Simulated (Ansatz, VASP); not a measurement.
# Ga14Ge17O55 (amorphous 29Ga2O3-71GeO2 (mol %)): VASP beside Ansatz, part 2 of 2

One calculation is typed for both programs; each brings its own data sets. How far apart do they land? The cell is taken from a series of runs on this material, whose earlier steps may have relaxed, scaled, displaced or heated it; both programs get it as it stands.

VASP 6.6.1 and Ansatz 0.2.0.

So far. Step 2 (VASP: single point, PBE): The run ends at a pressure of -2.75 GPa, with forces up to 2.3 eV/Å.

**3. Ansatz: single point, PBE**

Level of this step: Ansatz beside VASP: Kohn-Sham DFT, plane waves, PBE (Ansatz).

Ansatz runs on its default PAW (the set named soft_2) files.

The same cell, functional, mesh and smearing now go to Ansatz, which takes its cutoff from its data sets.

The input, input.yaml:

```yaml
crystal:
  lattice:
    - [10.94387, 0.0, 0.0]
    - [0.0, 10.94387, 0.0]
    - [0.0, 0.0, 10.94387]
  atoms:
    - { symbol: Ga, position: [0.84272, 0.53763, 0.68442] }
    - { symbol: Ga, position: [0.03831, 0.96204, 0.50679] }
    - { symbol: Ga, position: [0.99444, 0.56904, 0.03956] }
    - { symbol: Ga, position: [0.39767, 0.67719, 0.92012] }
    - { symbol: Ga, position: [0.56779, 0.6342, 0.10597] }
    - { symbol: Ga, position: [0.79953, 0.54228, 0.21555] }
    - { symbol: Ga, position: [0.91982, 0.80085, 0.29893] }
    - { symbol: Ga, position: [0.61993, 0.73588, 0.70657] }
    - { symbol: Ga, position: [0.27738, 0.71992, 0.187] }
    - { symbol: Ga, position: [0.26435, 0.47534, 0.05165] }
    - { symbol: Ga, position: [0.09684, 0.80971, 0.99198] }
    - { symbol: Ga, position: [0.65902, 0.77775, 0.38491] }
    - { symbol: Ga, position: [0.81902, 0.79956, 0.99445] }
    - { symbol: Ga, position: [0.04835, 0.69321, 0.58807] }
    - { symbol: Ge, position: [0.99853, 0.08792, 0.91824] }
    - { symbol: Ge, position: [0.5237, 0.40322, 0.90686] }
    - { symbol: Ge, position: [0.15091, 0.47546, 0.79877] }
    - { symbol: Ge, position: [0.81978, 0.34966, 0.94913] }
    - { symbol: Ge, position: [0.29325, 0.62703, 0.48347] }
    - { symbol: Ge, position: [0.30494, 0.81216, 0.71968] }
    - { symbol: Ge, position: [0.18616, 0.18591, 0.68517] }
    - { symbol: Ge, position: [0.13929, 0.01573, 0.1946] }
    - { symbol: Ge, position: [0.86568, 0.31871, 0.43692] }
    - { symbol: Ge, position: [0.56556, 0.90049, 0.11688] }
    - { symbol: Ge, position: [0.09049, 0.4731, 0.31762] }
    - { symbol: Ge, position: [0.59731, 0.37878, 0.32005] }
    - { symbol: Ge, position: [0.41121, 0.12932, 0.26408] }
    - { symbol: Ge, position: [0.53539, 0.46824, 0.61223] }
    - { symbol: Ge, position: [0.43365, 0.05944, 0.56987] }
    - { symbol: Ge, position: [0.7453, 0.03217, 0.51356] }
    - { symbol: Ge, position: [0.88896, 0.8531, 0.73573] }
    - { symbol: O, position: [0.34032, 0.16774, 0.64265] }
    - { symbol: O, position: [0.60338, 0.78687, 0.54181] }
    - { symbol: O, position: [0.38288, 0.61274, 0.09876] }
    - { symbol: O, position: [0.57143, 0.78675, 0.23309] }
    - { symbol: O, position: [0.28106, 0.55567, 0.85003] }
    - { symbol: O, position: [0.49209, 0.02389, 0.17629] }
    - { symbol: O, position: [0.76583, 0.92748, 0.39216] }
    - { symbol: O, position: [0.0459, 0.86007, 0.67116] }
    - { symbol: O, position: [0.32079, 0.70022, 0.34979] }
    - { symbol: O, position: [0.87372, 0.70858, 0.64795] }
    - { symbol: O, position: [0.89866, 0.21082, 0.93302] }
    - { symbol: O, position: [0.44646, 0.74159, 0.76092] }
    - { symbol: O, position: [0.20348, 0.44953, 0.21323] }
    - { symbol: O, position: [0.57632, 0.39583, 0.47698] }
    - { symbol: O, position: [0.6604, 0.33869, 0.95574] }
    - { symbol: O, position: [0.83987, 0.96312, 0.62194] }
    - { symbol: O, position: [0.17187, 0.34085, 0.71967] }
    - { symbol: O, position: [0.23717, 0.81138, 0.86457] }
    - { symbol: O, position: [0.2592, 0.11664, 0.21992] }
    - { symbol: O, position: [0.98675, 0.56635, 0.23785] }
    - { symbol: O, position: [0.36058, 0.93585, 0.64069] }
    - { symbol: O, position: [0.6007, 0.50839, 0.22868] }
    - { symbol: O, position: [0.11557, 0.12211, 0.81594] }
    - { symbol: O, position: [0.40789, 0.07249, 0.41394] }
    - { symbol: O, position: [0.24104, 0.72147, 0.6022] }
    - { symbol: O, position: [0.86521, 0.43987, 0.07291] }
    - { symbol: O, position: [0.50094, 0.26273, 0.27476] }
    - { symbol: O, position: [0.50989, 0.39256, 0.7486] }
    - { symbol: O, position: [0.10138, 0.4496, 0.94925] }
    - { symbol: O, position: [0.59604, 0.05811, 0.56598] }
    - { symbol: O, position: [0.78904, 0.67757, 0.3344] }
    - { symbol: O, position: [0.93602, 0.94444, 0.87248] }
    - { symbol: O, position: [0.48876, 0.80585, 0.01512] }
    - { symbol: O, position: [0.85962, 0.42608, 0.55093] }
    - { symbol: O, position: [0.74559, 0.80609, 0.81262] }
    - { symbol: O, position: [0.84707, 0.44548, 0.82794] }
    - { symbol: O, position: [0.06074, 0.56227, 0.70454] }
    - { symbol: O, position: [0.00418, 0.3517, 0.36702] }
    - { symbol: O, position: [0.15665, 0.55082, 0.4424] }
    - { symbol: O, position: [0.71094, 0.91579, 0.06704] }
    - { symbol: O, position: [0.01936, 0.78604, 0.44085] }
    - { symbol: O, position: [0.39426, 0.37247, 0.98995] }
    - { symbol: O, position: [0.04955, 0.99071, 0.32244] }
    - { symbol: O, position: [0.95408, 0.81238, 0.13016] }
    - { symbol: O, position: [0.54437, 0.56134, 0.93447] }
    - { symbol: O, position: [0.74672, 0.65805, 0.08107] }
    - { symbol: O, position: [0.96198, 0.70224, 0.9215] }
    - { symbol: O, position: [0.65255, 0.56538, 0.6629] }
    - { symbol: O, position: [0.15555, 0.65565, 0.06842] }
    - { symbol: O, position: [0.81466, 0.17226, 0.4749] }
    - { symbol: O, position: [0.10661, 0.10803, 0.57122] }
    - { symbol: O, position: [0.06601, 0.04444, 0.05574] }
    - { symbol: O, position: [0.40892, 0.54698, 0.5523] }
    - { symbol: O, position: [0.76008, 0.3691, 0.32202] }
    - { symbol: O, position: [0.20964, 0.87619, 0.15342] }
kpoints:
  mp_grid: { grid: [1, 1, 1] }
hamiltonian:
  xc: pbe
scf:
  occupations: { method: fermi_dirac, width: 0.05 }
output:
  forces: true
  eigenvalues: true
  populations: true
  stress: true
```

Command:

```
> ansatz run input.yaml --threads 8 --pin off --max-ram 15872MiB --backend cpu --events-out ev --progress --plain --runs-dir out
```

Numbers of over 12 decimals in the logs are rounded to 6 here.

The log of the run:

```text
Engine: ansatz 0.2.0, aarch64-unknown-linux-gnu
Pseudopotentials: kind: paw
Pseudopotential: Ga, paw, valence charge 13, recommended cutoff 420 eV (normal), Ga.paw.azcp
Pseudopotential: Ge, paw, valence charge 14, recommended cutoff 420 eV (normal), Ge.paw.azcp
Pseudopotential: O, paw, valence charge 6, recommended cutoff 420 eV (normal), O.paw.azcp
Functional definition: PBE
  parameter kappa = 0.804
  parameter beta = 0.066725
  exchange = pbe_x(kappa = kappa, mu = beta*pi^2/3)
  correlation = pbe_c(beta = beta)
Crystal: 86 atoms, lattice volume = 1310.729 Å³
Basis set: ecut = 420 eV, 25677 PW (Γ), exchange–correlation on 150×150×150 points (8 copies of the dense FFT grid, shifted against one another)
Bands: 461, of which v1, the nominal top of the filled ones, is band 375 counted from 1 (374 counted from 0)
Symmetry: 1 space group operations
Space group: P1 (ITA 1), of the structure as read, at distance tolerance 1.1e-4 Å
k-points: 1
Non-local potential: Ga, projectors of the file, l = 0: 2, l = 1: 2, l = 2: 3, l = 3: 1
Non-local potential: Ge, projectors of the file, l = 0: 2, l = 1: 2, l = 2: 3, l = 3: 1
Non-local potential: O, projectors of the file, l = 0: 2, l = 1: 2, l = 2: 1
PAW form: soft (Blöchl's): semilocal exchange-correlation on the pseudo side does not see the compensation charge
PAW one-centre angular grid: Ga, 590 points (default); XC on 64 Gauss nodes
PAW one-centre angular grid: Ge, 590 points (default); XC on 64 Gauss nodes
PAW one-centre angular grid: O, 110 points (default); XC on 64 Gauss nodes
Initial density: superposition of atomic densities (neutral atoms: chi_scale 0, normalization atom), corrected by the library's trained network
Initial wavefunctions: pseudopotential atomic-orbital guess
Functional: x = pbe(κ = 0.804, μ = 0.219515), c = pbe(β = 0.066725)
SCF iter   1: F=—  HF=-157174.399018 eV  |F-HF|=—  |Δ(HF+E_count)|=         —  Δρ=2.84e-3  dr2=1.06e-1  ethr=1.77e-3  ⟨swp⟩=5.0  Hψ=1692  notcnv=0  defer=58
preconditioner: auto → Resta (q_TF=auto, 2.486 Å⁻¹)  ε∞=3.2  [insulator: Δε(μ)=1.173 eV  Ē_g=19.007 eV  σ=0.050 eV  W_gap=1.00  n_scr=340 (ndim 8)  ℏωp=28.1 eV  f_vac=0.251  D(μ)=0.00/eV (n_scr^D=0)  ε∞_Penn≈3.2]
SCF iter   2: F=—  HF=-157174.398560 eV  |F-HF|=—  |Δ(HF+E_count)|=   4.58e-4  Δρ=1.55e-3  dr2=2.15e-2  ethr=1.41e-5  ⟨swp⟩=2.0  Hψ=821  notcnv=0  defer=78
SCF iter   3: F=—  HF=-157174.399699 eV  |F-HF|=—  |Δ(HF+E_count)|=   1.14e-3  Δρ=6.64e-4  dr2=6.72e-3  ethr=2.87e-6  ⟨swp⟩=2.0  Hψ=658  notcnv=0  defer=78
SCF iter   4: F=—  HF=-157174.399708 eV  |F-HF|=—  |Δ(HF+E_count)|=   9.04e-6  Δρ=2.20e-4  dr2=7.10e-4  ethr=8.96e-7  ⟨swp⟩=2.0  Hψ=619  notcnv=0  defer=78
SCF iter   5: F=—  HF=-157174.399718 eV  |F-HF|=—  |Δ(HF+E_count)|=   1.00e-5  Δρ=1.30e-4  dr2=2.33e-4  ethr=9.47e-8  ⟨swp⟩=2.0  Hψ=656  notcnv=0  defer=78
SCF iter   6: F=—  HF=-157174.399723 eV  |F-HF|=—  |Δ(HF+E_count)|=   4.50e-6  Δρ=3.89e-5  dr2=2.24e-5  ethr=3.11e-8  ⟨swp⟩=2.0  Hψ=653  notcnv=0  defer=78
SCF iter   7: F=—  HF=-157174.397723 eV  |F-HF|=—  |Δ(HF+E_count)|=   2.00e-3  Δρ=2.56e-5  dr2=8.47e-6  ethr=2.98e-9  ⟨swp⟩=2.0  Hψ=758  notcnv=0  defer=78
SCF iter   8: F=—  HF=-157174.397723 eV  |F-HF|=—  |Δ(HF+E_count)|=   3.56e-7  Δρ=9.08e-6  dr2=1.17e-6  ethr=1.13e-9  ⟨swp⟩=2.0  Hψ=653  notcnv=0  defer=78
SCF iter   9: F=—  HF=-157174.397724 eV  |F-HF|=—  |Δ(HF+E_count)|=   1.51e-7  Δρ=4.79e-6  dr2=3.25e-7  ethr=1.56e-10  ⟨swp⟩=2.0  Hψ=757  notcnv=0  defer=78
SCF iter  10: F=-157174.397724 eV  HF=-157174.397724 eV  |F-HF|=1.85e-8  |Δ(HF+E_count)|=   2.14e-8  Δρ=1.68e-6  dr2=4.37e-8  ethr=1.33e-11  ⟨swp⟩=11.0  Hψ=2074  notcnv=0
SCF 1 converged in 10 iterations: F = -157174.397724 eV  dr2 = 4.37e-8
  greatest PAW one-centre occupation: 0.999 electrons in one spin orbital (limit 2), on the Ge atom at site 30 (counted from 0), in its partial waves of l = 2
SCF converged after 10 iterations
Free energy (F): -157174.397724 eV
Harris-Foulkes:  -157174.397724 eV  (|F-HF|=1.85e-8)
Internal energy: -157174.397677 eV  (E = F + TS)
E sigma→0 (E₀):  -157174.397700 eV
Entropy (-TS):   -0.000047 eV (-0.001 meV/atom)
Fermi energy:    4.346836 eV
--- Per-component energies (eV) ---
  E_band       = -6222.866780
  E_kinetic    = 13102.932767
  E_local      = -122921.128047  (includes V_loc(G=0)·N_el)
  E_nonlocal   = 15954.130490
  E_hartree    = 54051.792920
  E_xc         = -6217.537588
  E_vxc        = -6977.943418  (∫ρ·V_xc dr)
  E_paw        = -71145.487571  (= ΣΔE_a)
  E_vpaw       = -13484.567112  (= ΣTr[D̂ρ^β])
  E_aug_tail   = 0.139258  (compensation charges beyond the density's cutoff)
  E_ewald      = -39999.239905
  E_smearing   = -0.000047  (= −TS)
  E_closure    = -0.000000  (closes the sum)
  Σ components = -157174.397724   (vs F -157174.397724, Δ=0.00e0)
--- Forces (eV/Å), atoms counted from 1 ---
  atom   1  Ga    -0.19844246    -1.35355065    -0.00883402
[...]
atom  50  O      0.14623259     1.66477674    -0.29860417
  atom  51  O     -1.87849434     0.79741924    -1.17013982
  atom  52  O     -0.02224354     0.13753755    -0.38239096
  atom  53  O      0.62543320     0.78172949    -0.63934058
  atom  54  O      0.38722536    -0.41949604     0.86461993
  atom  55  O     -0.51905474    -0.37628771    -0.22618384
  atom  56  O     -1.67446676     0.01346500    -0.20169224
  atom  57  O      0.99398739     0.87642424     1.44536434
  atom  58  O     -0.46881255    -0.16375352    -0.75407249
  atom  59  O     -0.70369103    -1.44702073    -1.00209955
  atom  60  O     -0.65186446    -0.47843457     1.98595180
  atom  61  O     -0.39092894     0.52379754     0.99225276
  atom  62  O      0.73462301     0.29727956    -0.10629101
  atom  63  O     -0.38899231    -0.48938739     0.92000086
  atom  64  O     -0.81016540    -1.31643732    -1.05891976
  atom  65  O     -0.12280757     0.95440951     1.21034598
  atom  66  O     -0.64267760     0.04261369     0.34789426
  atom  67  O      0.56000112     1.03294603    -1.50009320
  atom  68  O     -1.57814503     1.05163296    -1.44228535
  atom  69  O      0.56205490    -1.83792264    -0.16054193
  atom  70  O     -0.90897254    -0.14215127     1.57054474
  atom  71  O      1.94964750     0.81885336    -0.98992355
  atom  72  O      0.20267660     0.85616730     0.07558287
[...]
atom  79  O      1.32834260     1.30913162     0.58661014
  atom  80  O      0.07989388     0.38868910     0.29487279
  atom  81  O      0.37965924    -0.03357560    -0.12509648
  atom  82  O     -0.77200365    -0.61892541    -1.51383968
  atom  83  O     -0.02034573    -0.09114261     0.00056900
  atom  84  O     -0.21049306    -0.14801663     0.26045119
  atom  85  O      0.43015417     0.20648922    -1.44706520
  atom  86  O      0.43380403    -1.19843362    -1.22358214
  max |Σ_I F_I| component: 1.32e-4 eV/Å
--- Stress (GPa, compression-positive) ---
       -2.494949      -0.615264      -0.185071
       -0.615264      -1.261396      -0.843554
       -0.185071      -0.843554      -3.694460
  P = ⅓ Tr σ = -2.4836 GPa (-24.836 kbar)
--- Band table (eV) ---
  k-point 0: bands = [... 371 lower, 3.5625, 3.5979, 3.7397, 3.7849, 4.8902, 6.5002, 6.5760, 6.9287, ... 82 higher]
--- Löwdin populations: 86 sites ---
  site symbol       q [e]
     0     Ga     11.9277
     1     Ga     11.9375
     2     Ga     11.9592
     3     Ga     11.9861
     4     Ga     11.9797
     5     Ga     11.9801
     6     Ga     11.9507
     7     Ga     11.9314
     8     Ga     11.9201
     9     Ga     11.9333
    10     Ga     11.9771
    11     Ga     11.9435
    12     Ga     11.9874
    13     Ga     11.9818
    14     Ge     12.3593
    15     Ge     12.3698
    16     Ge     12.3910
    17     Ge     12.3616
    18     Ge     12.3665
    19     Ge     12.3844
    20     Ge     12.3655
    21     Ge     12.3607
    22     Ge     12.3711
    23     Ge     12.3864
[...]
78      O      6.6888
    79      O      6.6495
    80      O      6.7463
    81      O      6.7245
    82      O      6.7359
    83      O      6.7555
    84      O      6.7068
    85      O      6.6925
  spilling = 0.004361 (of n_electrons = 750.000000)
```

The run ends at a pressure of -2.48 GPa, with forces up to 2.4 eV/Å.

**4. Comparison**

Known differences besides the potentials themselves: the cutoff is 420 eV in Ansatz and 600 eV in VASP (PREC = Accurate, projectors in real space). Total energies have different zeros and are not compared.

Both answers:

| quantity | Ansatz | VASP | difference |
| --- | --- | --- | --- |
| pressure (GPa) | -2.48 | -2.75 | +0.27 |
| gap on the k mesh (eV) | 1.105 | 1.075 | +0.030 |

Forces on 8 of the 86 atoms, those with the largest forces and the largest differences (eV/Å; atoms numbered as in POSCAR):

| atom | Ansatz x, y, z | VASP x, y, z |
| --- | --- | --- |
| O40 | 0.640, 1.107, -1.446 | 0.628, 1.068, -1.366 |
| O41 | 0.377, -2.180, -0.583 | 0.342, -2.151, -0.575 |
| O44 | 1.565, -0.786, -1.147 | 1.508, -0.780, -1.077 |
| O51 | -1.878, 0.797, -1.170 | -1.839, 0.782, -1.133 |
| O60 | -0.652, -0.478, 1.986 | -0.647, -0.502, 1.930 |
| O68 | -1.578, 1.052, -1.442 | -1.541, 0.998, -1.391 |
| O71 | 1.950, 0.819, -0.990 | 1.869, 0.842, -0.959 |
| O76 | -0.031, 2.219, 0.511 | -0.017, 2.162, 0.480 |

The forces differ by 28 meV/Å r.m.s., which is 3.6 % of the r.m.s. force of 0.770 eV/Å (both taken over all components). A gap on the mesh is an upper bound, since the band edges may lie between its points.

**5. Summary of results**

| Quantity | Value |
| --- | --- |
| r.m.s. force difference (single point, PBE) | 3.6 % of the r.m.s. force |

What this shows: The r.m.s. force difference is 3.6 % of the r.m.s. force (single point, PBE), beyond the 3 % picked in this series as the mark of a large difference. What causes the difference of the single point, PBE pair stays open here. How closely two codes agree says nothing of how well the functional describes the real material.

[Lines on the potential files, build, host, timing and source positions are cut from VASP's logs without a mark.]

[Logs are printed without paths, hosts, clocks, repeated set-up lines and the standing remarks that a program may print on its own settings, such as how far it seeks lower states.]

[Hosts, paths, dates, database ids (printed as entryN), source tags and the programs' standing remarks are cut or masked in the printed files.]
